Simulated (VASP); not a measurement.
Method: PBE GGA, VASP's PBE PAW potentials (set 64) (plane waves; VASP 6.6.1).

Input for VASP

POSCAR:
```
Na
1
   -2.0793998238     2.0793998238     2.0793998238
    2.0793998238    -2.0793998238     2.0793998238
    2.0793998238     2.0793998238    -2.0793998238
Na
1
Direct
  0.0000000000   0.0000000000   0.0000000000
```

KPOINTS:
```
Automatic mesh
0
Gamma
12 12 12
0 0 0
```

INCAR:
```
# general
SYSTEM=Na
PREC  =Accurate
ENCUT =500
LREAL =.FALSE.
LASPH =.TRUE.

# electronic loop
EDIFF =1E-6
NELM  =100
ALGO  =Normal

# smearing
ISMEAR=1
SIGMA =0.1

# functional
GGA   =PE

# ions
IBRION=2
NSW   =40
ISIF  =3
EDIFFG=-0.02

# output
LWAVE =.FALSE.
LCHARG=.FALSE.
```

POTCAR, in this order: Na_pv (PBE.64 set). Program: vasp_std.

Question: What will the output report for the number of irreducible k-points (NKPTS), largest plane-wave count, number of space-group operations, FFT grid (NGX, NGY, NGZ)?

Answer: 
```json
{
 "number of irreducible k-points (NKPTS)": "72",
 "largest_plane_wave_count": "939",
 "number_of_space_group_operations": "48",
 "FFT grid (NGX, NGY, NGZ)": "28 × 28 × 28"
}
```

The compound is Na in the bcc structure. This run relaxes it. Symmetry was kept, so distortions that lower it aren't found.
